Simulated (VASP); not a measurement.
PtSe2, a slab with vacuum:

```xyz
3
Lattice="3.7058 0.0000 0.0000 -1.8529 3.2093 0.0000 0.0000 0.0000 20.5310" Properties=species:S:1:pos:R:3 pbc="T T T"
Se    1.8529    1.0698    8.9402
Se    0.0000    2.1396   11.5908
Pt    0.0000    0.0000   10.2655
```

Base run:

```yaml
Program: VASP 6.6.1
Functional: PBE0
Potentials_or_basis: VASP PAW PBE potentials, release 64 (Se, Pt)
Cutoff: 520 eV
k_mesh: 6 × 6 × 1
Occupations: gaussian, width 0.03 eV
Spin: no spin polarisation
```

Its results: band gap on the k mesh 2.83 eV, indirect (least direct gap 3.01 eV); largest force 0.387 eV/Å.

**Question.** The run is repeated on the same cell with these changes: functional from PBE0 to HSE06. What comes out?

**Answer.** Band gap on the k mesh 2.19 eV, indirect (least direct gap 2.36 eV); largest force 0.396 eV/Å.

Caveats: the PAW data sets were made with another functional, which shifts forces and pressure a little; spin-orbit coupling is left out, which moves the levels of the heavy elements.

A k mesh can miss the band edges.

Not every run made on this cell is shown here.
